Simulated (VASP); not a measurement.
```
CELL_PARAMETERS angstrom
      4.49849     0.00000     0.00000
      0.00000     4.49849     0.00000
      0.00000     0.00000     2.91703
ATOMIC_POSITIONS crystal
  Ti 0.00000 0.00000 0.00000
  Ti 0.50000 0.50000 0.50000
  O  0.30244 0.30244 0.00000
  O  0.80244 0.19756 0.50000
  O  0.19756 0.80244 0.50000
  O  0.69756 0.69756 0.00000
```

All values below come from PBE GGA, VASP's PBE PAW potentials (set 64) (plane waves; VASP 6.6.1). Numerical set-up: 620 eV cut-off, 5×5×8 Γ-centred mesh, Gaussian smearing of 0.050 eV, potentials Ti_sv O.

Energy and stress use the plane-wave basis of the starting cell.

### Question
The ions, cell shape and volume at an external pressure of 30.0 GPa are relaxed. Give the cell that the relaxation ends in.

### Answer

```
CELL_PARAMETERS angstrom
      4.44438     0.00000     0.00000
      0.00000     4.44438     0.00000
      0.00000     0.00000     2.89769
ATOMIC_POSITIONS crystal
  Ti 0.00000 0.00000 0.00000
  Ti 0.50000 0.50000 0.50000
  O  0.30191 0.30191 0.00000
  O  0.80191 0.19809 0.50000
  O  0.19809 0.80191 0.50000
  O  0.69809 0.69809 0.00000
```
Space group P4_2/mnm (136), at a tolerance of 0.03 Å.

### Question
How do energy and volume change from the first to the last step?

### Answer
The energy (σ→0) changes by +46.4 meV/atom and the volume by -3.0 %, in 9 ionic steps.

```csv
step,E(σ→0) (eV),max force (eV/Å),pressure (GPa),volume (Å³)
1,-53.3843,0.017,20.12,59.03
2,-52.2726,0.398,52.96,54.00
3,-53.1182,0.110,29.82,57.31
4,-53.1119,0.113,29.94,57.28
5,-53.1053,0.116,30.20,57.24
6,-53.0922,0.045,30.24,57.16
7,-53.0948,0.019,30.26,57.18
8,-53.1146,0.012,29.62,57.28
9,-53.1060,0.015,29.88,57.24
```

The compound is TiO2 in the rutile structure. This run relaxes it under an external pressure of 30 GPa. Symmetry was kept, so distortions that lower it aren't found.
